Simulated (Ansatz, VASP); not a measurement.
Two plane-wave programs on ZnAg

File INCAR:

```
PREC = Accurate
ENCUT = 520
EDIFF = 1E-8
ISMEAR = -1
SIGMA = 0.03
LREAL = False
LASPH = True
NELM = 100
ALGO = Normal
ISIF = 2
LWAVE = False
LCHARG = False
GGA = CA
LEFG = True
NBANDS = 18
```

Contents of KPOINTS:

```
regular mesh
0
Gamma
  12 12 12
```

The input POSCAR:

```
ZnAg
1.0
    3.1769012714      0.0000000000      0.0000000000
    0.0000000000      3.1769012714      0.0000000000
    0.0000000000      0.0000000000      3.1769012714
Zn Ag
1 1
Direct
    0.5000000000      0.5000000000      0.5000000000
    0.0000000000      0.0000000000      0.0000000000
```

Input for Ansatz:

```yaml
crystal:
  lattice:
    - [3.1769012714, 0.0, 0.0]
    - [0.0, 3.1769012714, 0.0]
    - [0.0, 0.0, 3.1769012714]
  atoms:
    - { symbol: Zn, position: [0.5, 0.5, 0.5] }
    - { symbol: Ag, position: [0.0, 0.0, 0.0] }
kpoints:
  mp_grid: { grid: [12, 12, 12] }
scf:
  occupations: { method: fermi_dirac, width: 0.03 }
hamiltonian:
  xc: lda
  pseudopotentials: { kind: paw }
output:
  forces: true
  stress: true
  eigenvalues: true
  efg: { contact_densities: true }
  write_density: true
  write_potential: true
  elf: true
  volumetric_format: npy
```

Change from the starting cell: volume scaled by 1.02, PAW files.

Alike in both runs: task electric field gradients; functional LDA; k mesh 12 × 12 × 12; occupations fermi-dirac, width 0.03 eV; no spin polarisation.

|  | VASP | Ansatz |
| --- | --- | --- |
| version | VASP 6.6.1 | Ansatz 0.2.0 |
| potentials or method | VASP PAW LDA potentials, release 64 (Zn, Ag) | PAW with Ansatz's default frozen-core files, scalar-relativistic |
| plane-wave cutoff (eV) | 520 | 420 |
| valence electrons in the cell | 23 | 31 |

```tsv
	VASP	Ansatz	Ansatz less VASP
pressure (GPa)	-9.3	-9.7	-0.38
Vzz of the field gradient on the site that differs most (V/Å²)	0.0	0.0	0.00
```

The two sets of potentials don't hold the same shells in valence. Ansatz warned: «gradients_without_spin_orbit».
